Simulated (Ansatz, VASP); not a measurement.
# AgBi2: VASP beside Ansatz

One calculation is typed for both programs; each brings its own data sets. How far apart do they land? The cell is generated by rule, not measured, and may not be a known phase. The cell is taken from a series of runs on this material, whose earlier steps may have relaxed, scaled, displaced or heated it; both programs get it as it stands.

Main program and level: Ansatz 0.2.0; plane waves, with VASP 6.6.1 beside it; relaxation of cell and atoms at PBEsol and zone-centre phonons at PBEsol.

The structure was built from a prototype and need not be the compound's stable phase.

### Step 1. The structure

It takes space group Fm-3m (No. 225, cubic). The conventional cell has a = 6.966 Å, b = 6.966 Å, c = 6.966 Å, α = 90.00°, β = 90.00°, γ = 90.00°. Nearest to Bi lie 4 Ag at 3.02 Å. Ag has 8 Bi at 3.02 Å nearest. Farther neighbours are not listed.

Structure file:

```xyz
3
Lattice="0.0000 3.4829 3.4829 3.4829 0.0000 3.4829 3.4829 3.4829 0.0000" Properties=species:S:1:pos:R:3 pbc="T T T"
Bi    1.7414    1.7414    1.7414
Bi    5.2243    5.2243    5.2243
Ag    0.0000    0.0000    0.0000
```

### Step 2. VASP: relaxation of cell and atoms, PBEsol

The relaxed volume is the usual yardstick between codes: in a stiff, nearly cubic crystal its relative difference is about their pressure difference at one cell divided by the bulk modulus.

Lines of VASP's logs that name or quote its potential files are left out, and so is its time.

Contents of INCAR:

```
SYSTEM = AgBi2
PREC = Accurate
ENCUT = 500
EDIFF = 1E-07
NELM = 120
ISMEAR = 0
SIGMA = 0.1
LREAL = .FALSE.
ALGO = Normal
GGA = PS
NBANDS = 26
LASPH = .TRUE.
LORBIT = 11
LWAVE = .FALSE.
LCHARG = .FALSE.
ISIF = 3
IBRION = 2
NSW = 80
EDIFFG = -0.005
GGA_COMPAT = .FALSE.
NELMIN = 4
KPAR = 2
```

Contents of POSCAR:

```
AgBi2
1.0
    0.0000000000      3.4828830000      3.4828830000
    3.4828830000      0.0000000000      3.4828830000
    3.4828830000      3.4828830000      0.0000000000
Bi Ag
2 1
Direct
    0.2500000718      0.2500000718      0.2500000718
    0.7500000718      0.7500000718      0.7500000718
    0.0000000000      0.0000000000      0.0000000000
```

Contents of KPOINTS:

```
Automatic mesh
0
Gamma
10 10 10
0 0 0
```

PAW data sets: Bi_d and Ag (PBE family, release 64).

Command:

```sh
$ mpirun -np 2 vasp_std
```

Numbers of over 12 decimals in the logs are rounded to 6 here.

Output:

```text
[banner, memory and clock lines left out]
running    2 mpi-ranks, on    1 nodes
 distrk:  each k-point on    1 cores,    2 groups
 distr:  one band on    1 cores,    1 groups

 POSCAR found type information on POSCAR BiAg
 POSCAR found :  2 types and       3 ions
|                                                                             |
|               ----> ADVICE to this user running VASP <----                  |
|                                                                             |
|     You enforced a specific xc type in the INCAR file but a different       |
|     [... a line on the potential file left out ...]
|     I HOPE YOU KNOW WHAT YOU ARE DOING!                                     |
|                                                                             |

 LDA part: xc-table for (Slater+PW92), standard interpolation
 POSCAR, INCAR and KPOINTS ok, starting setup
 FFT: planning ... GRIDC
 FFT: planning ... GRID_SOFT
 FFT: planning ... GRID
 WAVECAR not read
 entering main loop
       N       E                     dE             d eps       ncg     rms          rms(c)
DAV:   1     0.412597357033E+03    0.41260E+03   -0.20803E+04  2452   0.179E+03
DAV:   2     0.239481426395E+02   -0.38865E+03   -0.38173E+03  2462   0.477E+02
DAV:   3    -0.109847368021E+02   -0.34933E+02   -0.34484E+02  2986   0.157E+02
DAV:   4    -0.122087769786E+02   -0.12240E+01   -0.12196E+01  2810   0.303E+01
DAV:   5    -0.122605292316E+02   -0.51752E-01   -0.51748E-01  3224   0.584E+00    0.506E+00
DAV:   6    -0.118309389725E+02    0.42959E+00   -0.32703E+00  2608   0.132E+01    0.427E+00
DAV:   7    -0.117995628791E+02    0.31376E-01   -0.22420E-01  2558   0.390E+00    0.207E+00
DAV:   8    -0.117905770609E+02    0.89858E-02   -0.46112E-02  2720   0.194E+00    0.268E-01
DAV:   9    -0.117888438043E+02    0.17333E-02   -0.93506E-03  2672   0.854E-01    0.107E-01
DAV:  10    -0.117887771475E+02    0.66657E-04   -0.12924E-03  2730   0.362E-01    0.369E-02
DAV:  11    -0.117887733678E+02    0.37797E-05   -0.37452E-05  2872   0.565E-02    0.828E-03
DAV:  12    -0.117887748398E+02   -0.14720E-05   -0.39065E-06  3138   0.143E-02    0.273E-03
DAV:  13    -0.117887746370E+02    0.20282E-06   -0.10796E-06  2380   0.866E-03    0.233E-03
DAV:  14    -0.117887745578E+02    0.79177E-07   -0.18638E-07  1966   0.281E-03
   1 F= -.11788775E+02 E0= -.11783650E+02  d E =-.117888E+02
 curvature:   0.00 expect dE= 0.000E+00 dE for cont linesearch  0.000E+00
 trial: gam= 0.00000 g(F)=  0.112E-39 g(S)=  0.817E-04 ort = 0.000E+00 (trialstep = 0.100E+01)
 search vector abs. value=  0.817E-04
 bond charge predicted
       N       E                     dE             d eps       ncg     rms          rms(c)
DAV:   1    -0.117908831918E+02   -0.21086E-02   -0.50479E-02  2616   0.289E+00    0.269E-01
DAV:   2    -0.117890327435E+02    0.18504E-02   -0.52573E-03  2578   0.884E-01    0.104E-01
DAV:   3    -0.117888069371E+02    0.22581E-03   -0.56392E-04  3238   0.290E-01    0.399E-02
DAV:   4    -0.117887860409E+02    0.20896E-04   -0.11973E-04  3344   0.123E-01    0.131E-02
DAV:   5    -0.117887901458E+02   -0.41049E-05   -0.87508E-06  2726   0.220E-02    0.528E-03
DAV:   6    -0.117887903409E+02   -0.19503E-06   -0.18460E-06  2840   0.146E-02    0.149E-03
DAV:   7    -0.117887900972E+02    0.24361E-06   -0.33139E-07  2132   0.448E-03    0.822E-04
DAV:   8    -0.117887902205E+02   -0.12329E-06   -0.44603E-08  1318   0.237E-03    0.274E-04
DAV:   9    -0.117887901909E+02    0.29663E-07   -0.45415E-09  1298   0.667E-04
   2 F= -.11788790E+02 E0= -.11783656E+02  d E =-.156330E-04
 trial-energy change:   -0.000016  1 .order   -0.000015   -0.000082    0.000051
 step:   0.6151(harm=  0.6151)  dis= 0.00000  next Energy=   -11.788800 (dE=-0.251E-04)
 bond charge predicted
       N       E                     dE             d eps       ncg     rms          rms(c)
DAV:   1    -0.117891104164E+02   -0.32020E-03   -0.74946E-03  2612   0.112E+00    0.104E-01
DAV:   2    -0.117888410300E+02    0.26939E-03   -0.77038E-04  2576   0.339E-01    0.401E-02
DAV:   3    -0.117888061723E+02    0.34858E-04   -0.83504E-05  3214   0.111E-01    0.154E-02
DAV:   4    -0.117888013236E+02    0.48487E-05   -0.17734E-05  3340   0.471E-02    0.513E-03
DAV:   5    -0.117888002207E+02    0.11030E-05   -0.12201E-06  2364   0.825E-03    0.199E-03
DAV:   6    -0.117888000230E+02    0.19768E-06   -0.34678E-07  2178   0.665E-03    0.790E-04
DAV:   7    -0.117888000930E+02   -0.69989E-07   -0.56910E-08  1288   0.193E-03
   3 F= -.11788800E+02 E0= -.11783670E+02  d E =-.255351E-04
 curvature:  -0.31 expect dE=-0.556E-08 dE for cont linesearch -0.556E-08
 trial: gam=-0.01465 g(F)=  0.635E-40 g(S)=  0.181E-07 ort = 0.122E-05 (trialstep = 0.923E+00)
 search vector abs. value=  0.104E-09
 reached required accuracy - stopping structural energy minimisation
```

From OUTCAR (step 2):

```text
ion  position               nearest neighbor table
   1  0.250  0.250  0.250-   3 3.02   3 3.02   3 3.02   3 3.02   2 3.48   2 3.48   2 3.48   2 3.48
                             2 3.48   2 3.48
   2  0.750  0.750  0.750-   3 3.02   3 3.02   3 3.02   3 3.02   1 3.48   1 3.48   1 3.48   1 3.48
                             1 3.48   1 3.48
   3  0.000  0.000  0.000-   2 3.02   1 3.02   1 3.02   1 3.02   2 3.02   2 3.02   2 3.02   1 3.02

  LATTYP: Found a face centered cubic cell.
 ALAT       =     6.9657660000

 Subroutine GETGRP returns: Found 48 space group operations
 (whereof 48 operations were pure point group operations)

The static configuration has the point symmetry O_h .

 Found     47 irreducible k-points:

   k-points           NKPTS =     47   k-points in BZ     NKDIM =     47   number of bands    NBANDS=     26

   dimension x,y,z NGX =    36 NGY =   36 NGZ =   36
   dimension x,y,z NGXF=    72 NGYF=   72 NGZF=   72

   ENCUT  =  500.0 eV  36.75 Ry    6.06 a.u.   8.98  8.98  8.98*2*pi/ulx,y,z

   NELECT =      41.0000    total number of electrons

 k-points in reciprocal lattice and weights: Automatic mesh
   0.00000000  0.00000000  0.00000000       0.001
   0.10000000  0.00000000  0.00000000       0.008
   0.20000000  0.00000000  0.00000000       0.008
   0.30000000  0.00000000  0.00000000       0.008
   0.40000000  0.00000000  0.00000000       0.008
   0.50000000  0.00000000  0.00000000       0.004
   0.10000000  0.10000000  0.00000000       0.006
   0.20000000  0.10000000  0.00000000       0.024
   0.30000000  0.10000000  0.00000000       0.024
[...]
-0.30000000  0.40000000  0.20000000       0.024
  -0.30000000  0.50000000  0.20000000       0.012

 average (electrostatic) potential at core
       1-103.5227       2-103.5227       3 -72.3850

 E-fermi :   7.2828

 k-point     1 :       0.0000    0.0000    0.0000
  band No.  band energies     occupation
    ...
     16       2.3091      2.00000
     17       2.3091      2.00000
     18       6.6657      2.00000
     19       6.6657      2.00000
     20       6.6657      2.00000
     21       8.4115      0.00000
     22       8.4115      0.00000
     23       8.4115      0.00000
     24       9.4142      0.00000
     25      10.6657      0.00000
    ...

 k-point     2 :       0.1000    0.0000    0.0000
  band No.  band energies     occupation
    ...
     16       2.3017      2.00000
     17       2.3017      2.00000
     18       6.1980      2.00000
     19       6.5626      2.00000
     20       6.5626      2.00000
     21       7.8122      0.00000
     22       8.3041      0.00000
     23       8.3041      0.00000
     24      10.2388      0.00000
     25      10.8433      0.00000
    ...

 k-point     3 :       0.2000    0.0000    0.0000
  band No.  band energies     occupation
    ...
     17       2.2866      2.00000
     18       5.3234      2.00000
     19       6.3199      2.00000
     20       6.3199      2.00000
     21       7.1860      1.82925
     22       8.0202      0.00000
     23       8.0202      0.00000
     24      10.5127      0.00000
     25      11.3807      0.00000
     26      11.3807      0.00000

  Total       -0.0006122     -0.0006122     -0.0006122     -0.0000000      0.0000000     -0.0000000
  in kB       -0.0116224     -0.0116224     -0.0116224     -0.0000000      0.0000000     -0.0000000
  external PRESSURE =      -0.0116224 kB  Pullay stress =       0.0000000 kB

  energy-cutoff  :      500.00
  volume of cell :       84.39
      direct lattice vectors                 reciprocal lattice vectors
     0.000000000  3.481465173  3.481465173    -0.143617694  0.143617694  0.143617694
     3.481465173 -0.000000000  3.481465173     0.143617694 -0.143617694  0.143617694
     3.481465173  3.481465173  0.000000000     0.143617694  0.143617694 -0.143617694

 POSITION                                       TOTAL-FORCE (eV/Angst)
 -----------------------------------------------------------------------------------
      1.74073      1.74073      1.74073         0.000000      0.000000      0.000000
      5.22220      5.22220      5.22220        -0.000000     -0.000000     -0.000000
      0.00000     -0.00000      0.00000        -0.000000      0.000000     -0.000000
 -----------------------------------------------------------------------------------
    total drift:                               -0.000948     -0.000948     -0.000948

  FREE ENERGIE OF THE ION-ELECTRON SYSTEM (eV)
  ---------------------------------------------------
  free  energy   TOTEN  =       -11.7888000930 eV

  energy  without entropy=      -11.7785391500  energy(sigma->0) =      -11.78366962

 reached required accuracy - stopping structural energy minimisation

 total charge
# of ion       s       p       d       tot
------------------------------------------
    1        1.549   1.293   9.920  12.762
    2        1.549   1.293   9.920  12.762
    3        0.419   0.326   9.129   9.873
--------------------------------------------------
tot          3.516   2.913  28.968  35.397

[... 3 further parts left out ...]
```

CONTCAR:

```
AgBi2
   1.00000000000000
     0.0000000000000000    3.4814651730610109    3.4814651730610109
     3.4814651730610109   -0.0000000000000000    3.4814651730610109
     3.4814651730610109    3.4814651730610109    0.0000000000000000
  Bi              Ag
     2     1
Direct
     0.2500000718000024    0.2500000718000024    0.2500000718000024
     0.7500000718000024    0.7500000718000024    0.7500000718000024
     0.0000000000000000    0.0000000000000000    0.0000000000000000
```

### Step 3. Ansatz: relaxation of cell and atoms, PBEsol

Ansatz runs on its default PAW (the set named soft_2) files.

The same cell, functional, mesh and smearing now go to Ansatz, which takes its cutoff from its data sets.

Contents of input.yaml:

```yaml
crystal:
  lattice:
    - [0.0, 3.4828833743, 3.4828833743]
    - [3.4828833743, 0.0, 3.4828833743]
    - [3.4828833743, 3.4828833743, 0.0]
  atoms:
    - { symbol: Bi, position: [0.25, 0.25, 0.25] }
    - { symbol: Bi, position: [0.75, 0.75, 0.75] }
    - { symbol: Ag, position: [0.0, 0.0, 0.0] }
kpoints:
  mp_grid: { grid: [10, 10, 10] }
hamiltonian:
  xc: pbesol
scf:
  occupations: { method: gaussian, width: 0.1 }
output:
  forces: true
  stress: true
  eigenvalues: true
relax:
  adjacent_minimum: "off"
  f_tol: 0.005
  max_steps: 80
  cell: { stress_tol: 0.05 }
```

Command:

```sh
$ ansatz run input.yaml --threads 8 --pin off --max-ram 14336MiB --backend cpu --events-out ev --progress --plain --runs-dir out
```

Output:

```text
Engine: ansatz 0.2.0, aarch64-unknown-linux-gnu
Pseudopotentials: kind: paw
Pseudopotential: Bi, paw, valence charge 15, recommended cutoff 420 eV (normal), Bi.paw.azcp
Pseudopotential: Ag, paw, valence charge 19, recommended cutoff 420 eV (normal), Ag.paw.azcp
Functional definition: PBEsol
  exchange = pbesol_x
  correlation = pbesol_c
Crystal: 3 atoms, lattice volume = 84.498 Å³
Basis set: ecut = 420 eV, 1639 PW (Γ), exchange–correlation on 72×72×72 points (8 copies of the dense FFT grid, shifted against one another)
Bands: 30, of which v1, the nominal top of the filled ones, is band 25 counted from 1 (24 counted from 0)
Symmetry: 48 space group operations
Space group: Fm-3m (ITA 225), of the structure as read, at distance tolerance 4.4e-5 Å
k-points: 47 of 1000
Non-local potential: Bi, projectors of the file, l = 0: 2, l = 1: 2, l = 2: 2, l = 3: 2
Non-local potential: Ag, projectors of the file, l = 0: 3, l = 1: 2, l = 2: 2, l = 3: 1
PAW form: soft (Blöchl's): semilocal exchange-correlation on the pseudo side does not see the compensation charge
PAW frozen core: Bi, regenerated for the run's functional, and the local potential with it (the file was generated under x = pbe(κ = 0.804, μ = 0.219515), c = pbe(β = 0.066725))
PAW frozen core: Ag, regenerated for the run's functional, and the local potential with it (the file was generated under x = pbe(κ = 0.804, μ = 0.219515), c = pbe(β = 0.066725))
PAW one-centre angular grid: Bi, 590 points (default); XC on 64 Gauss nodes
PAW one-centre angular grid: Ag, 590 points (default); XC on 64 Gauss nodes
Initial density: superposition of atomic densities (neutral atoms: chi_scale 0, normalization atom), corrected by the library's trained network
Initial wavefunctions: pseudopotential atomic-orbital guess
Functional: x = pbesol(κ = 0.804, μ = 0.123457), c = pbesol(β = 0.046)
SCF iter   1: F=—  HF=-32006.133834 eV  |F-HF|=—  |Δ(HF+E_count)|=         —  Δρ=7.39e-3  dr2=5.09e-2  ethr=1.77e-3  ⟨swp⟩=6.2  Hψ=5658  notcnv=0
preconditioner: auto → LDOS  [metal: Δε(μ)=0.012 eV  Ē_g=17.450 eV  σ=0.100 eV  W_gap=0.06  n_scr=14 (ndim 8)  ℏωp=25.9 eV  f_vac=0.045  D(μ)=2.10/eV (n_scr^D=14)  β→1.0]
SCF iter   2: F=—  HF=-32006.128425 eV  |F-HF|=—  |Δ(HF+E_count)|=   5.41e-3  Δρ=5.51e-3  dr2=1.71e-2  ethr=1.04e-4  ⟨swp⟩=2.0  Hψ=3113  notcnv=0  defer=25
SCF iter   3: F=—  HF=-32006.123307 eV  |F-HF|=—  |Δ(HF+E_count)|=   5.12e-3  Δρ=7.69e-4  dr2=5.88e-4  ethr=3.49e-5  ⟨swp⟩=2.0  Hψ=2474  notcnv=0  defer=25
SCF iter   4: F=—  HF=-32006.123188 eV  |F-HF|=—  |Δ(HF+E_count)|=   1.19e-4  Δρ=7.63e-5  dr2=7.93e-6  ethr=1.20e-6  ⟨swp⟩=2.0  Hψ=1726  notcnv=0  defer=25
SCF iter   5: F=—  HF=-32006.123186 eV  |F-HF|=—  |Δ(HF+E_count)|=   2.01e-6  Δρ=1.06e-5  dr2=7.01e-8  ethr=1.62e-8  ⟨swp⟩=2.0  Hψ=1706  notcnv=0  defer=25
SCF iter   6: F=-32006.123186 eV  HF=-32006.123186 eV  |F-HF|=7.76e-9  |Δ(HF+E_count)|=   5.51e-9  Δρ=3.22e-6  dr2=9.85e-9  ethr=1.43e-10  ⟨swp⟩=7.0  Hψ=7638  notcnv=0
SCF 1 converged in 6 iterations: F = -32006.123186 eV  dr2 = 9.85e-9
  greatest PAW one-centre occupation: 1.001 electrons in one spin orbital (limit 2), on the Ag atom at site 2 (counted from 0), in its partial waves of l = 0
relax step   1: F+E_penalty+E_count = -32006.12318629 eV  Δ(F+E_penalty+E_count) = +0.000e0 eV  max|allowed force component| = 4.626e-18 eV/Å  Δτ_max = 0.0000 Å  P = -0.011 GPa  Ω = 84.498 Å³  (6 SCF iters, dr2 threshold 1.00e-7 eV, accepted)
Initial density: handed on by an earlier stage of this run
Initial wavefunctions: pseudopotential atomic-orbital guess (no wavefunctions were taken with the density)
iter 1 solved again at ethr=4.91e-8 eV; its pass at ethr=3.10e-3 eV (dr2=2.41e-5 eV) is discarded
SCF iter   1: F=—  HF=-32006.123186 eV  |F-HF|=—  |Δ(HF+E_count)|=         —  Δρ=3.26e-6  dr2=1.07e-8  ethr=4.91e-8  ⟨swp⟩=4.0  Hψ=10188  notcnv=0
preconditioner: auto → LDOS  [metal: Δε(μ)=0.047 eV  Ē_g=17.503 eV  σ=0.100 eV  W_gap=0.25  n_scr=14 (ndim 8)  ℏωp=25.9 eV  f_vac=0.043  D(μ)=2.06/eV (n_scr^D=14)  β→1.0]
SCF iter   2: F=—  HF=-32006.123186 eV  |F-HF|=—  |Δ(HF+E_count)|=   8.89e-8  Δρ=2.14e-6  dr2=2.64e-9  ethr=2.19e-11  ⟨swp⟩=3.3  Hψ=3327  notcnv=0
SCF iter   3: F=—  HF=-32006.123186 eV  |F-HF|=—  |Δ(HF+E_count)|=   1.09e-9  Δρ=3.45e-7  dr2=1.27e-10  ethr=5.38e-12  ⟨swp⟩=2.0  Hψ=2375  notcnv=0
SCF iter   4: F=-32006.123186 eV  HF=-32006.123186 eV  |F-HF|=3.64e-12  |Δ(HF+E_count)|=  7.28e-12  Δρ=1.10e-7  dr2=1.01e-11  ethr=1.00e-12  ⟨swp⟩=8.2  Hψ=8056  notcnv=0
SCF 2 converged in 4 iterations: F = -32006.123186 eV  dr2 = 1.01e-11
relax step   2: F+E_penalty+E_count = -32006.12318630 eV  Δ(F+E_penalty+E_count) = -4.769e-9 eV  max|allowed force component| = 1.388e-17 eV/Å  Δτ_max = 0.0000 Å  P = -0.011 GPa  Ω = 84.498 Å³  stress off target by 1.09e-2 GPa  SCF on the basis re-selected at this cell (its energy is not comparable with the rows above)  (4 SCF iters)
basis re-selected at this cell: Δ(F+E_penalty+E_count) = -4.769e-9 eV, ΔP = -0.000 GPa vs the last step (what re-selecting the basis moved, of the pressure what is left beyond the Pulay correction that the steps carried, after the strain that the cell walked since its last selection, with what the two solves' SCF thresholds leave and, on support functions, any second-order correction that the steps lacked; it is no m [...]
SCF converged after 4 iterations
Free energy (F): -32006.123186 eV
Harris-Foulkes:  -32006.123186 eV  (|F-HF|=3.64e-12)
Internal energy: -32006.112899 eV  (E = F + TS)
E sigma→0 (E₀):  -32006.118043 eV
Entropy (-TS):   -0.010287 eV (-3.429 meV/atom)
Fermi energy:    11.894410 eV
--- Per-component energies (eV) ---
  E_band       = -509.664491
  E_kinetic    = 1132.621764
  E_local      = -6084.657478  (includes V_loc(G=0)·N_el)
  E_nonlocal   = 1205.830924
  E_hartree    = 2372.328025
  E_xc         = -484.799438
  E_vxc        = -523.347253  (∫ρ·V_xc dr)
  E_paw        = -24852.893993  (= ΣΔE_a)
  E_vpaw       = -984.768129  (= ΣTr[D̂ρ^β])
  E_aug_tail   = -0.000647  (compensation charges beyond the density's cutoff)
  E_ewald      = -5295.044301
  E_core_change = 0.502244  (= ΣΔE_core)
  E_smearing   = -0.010287  (= −TS)
  E_closure    = 0.000000  (closes the sum)
  Σ components = -32006.123186   (vs F -32006.123186, Δ=0.00e0)
--- Forces (eV/Å), atoms counted from 1 ---
  atom   1  Bi     0.00000000     0.00000000     0.00000000
  atom   2  Bi    -0.00000000     0.00000000     0.00000000
  atom   3  Ag     0.00000000    -0.00000000    -0.00000000
  max |Σ_I F_I| component: 1.62e-17 eV/Å
--- Stress (GPa, compression-positive) ---
       -0.010909      -0.000000       0.000000
       -0.000000      -0.010909      -0.000000
        0.000000      -0.000000      -0.010909
  P = ⅓ Tr σ = -0.0109 GPa (-0.109 kbar)
--- Band table (eV; the first three rows and the last of 47) ---
  k-point 0: bands = [... 21 lower, 11.2827, 11.2827, 11.2827, 13.0172, 13.0172, 13.0172, 14.0188, 15.2701, ... 1 higher]
  k-point 1: bands = [... 21 lower, 10.8124, 11.1787, 11.1787, 12.4207, 12.9109, 12.9109, 14.8423, 15.4476, ... 1 higher]
  k-point 2: bands = [... 21 lower, 9.9345, 10.9339, 10.9339, 11.7975, 12.6292, 12.6292, 15.1165, 15.9846, ... 1 higher]
  k-point 46: bands = [... 21 lower, 7.1509, 8.1623, 10.2965, 12.1130, 14.6196, 15.5565, 16.1803, 16.5076, ... 1 higher]
--- Relaxed structure (1 steps of the walk, 1 accepted, 1 SCFs on fresh bases) ---
  F+E_penalty+E_count = -32006.12318630 eV   max|allowed force component| = 1.388e-17 eV/Å   (the final SCF, on the basis selected at the relaxed cell)
  cell:  # Å, volume = 84.4981 Å³
    - [0.0, 3.4828833743, 3.4828833743]
    - [3.4828833743, 0.0, 3.4828833743]
    - [3.4828833743, 3.4828833743, 0.0]
  atoms:
    - { symbol: Bi, position: [0.250000, 0.250000, 0.250000] }
    - { symbol: Bi, position: [0.750000, 0.750000, 0.750000] }
    - { symbol: Ag, position: [0.0, 0.0, 0.0] }
```

### Step 4. Differences

Known differences besides the potentials themselves: the data sets hold 49 valence electrons in Ansatz (on its default PAW (the set named soft_2) files) and 41 in VASP; the cutoff is 420 eV in Ansatz and 500 eV in VASP; Ansatz makes its cores anew for this functional, VASP keeps those of its PBE data sets; Ansatz adds a Pulay correction to the stress that steers its cell, VASP none. Total energies have different zeros and are not compared.

The two programs side by side:

| quantity | Ansatz | VASP | difference |
| --- | --- | --- | --- |
| volume (Å³) | 84.50 | 84.39 | +0.12 % |
| edge a after relaxation, in the typed setting (Å) | 4.926 | 4.923 | +0.04 % |

(Continued in part 2 of 2.)

[Lines on the potential files, build, host, timing and source positions are cut from VASP's logs without a mark.]

[Logs are printed without paths, hosts, clocks, repeated set-up lines and the standing remarks that a program may print on its own settings, such as how far it seeks lower states.]

[Hosts, paths, dates, database ids (printed as entryN), source tags and the programs' standing remarks are cut or masked in the printed files.]
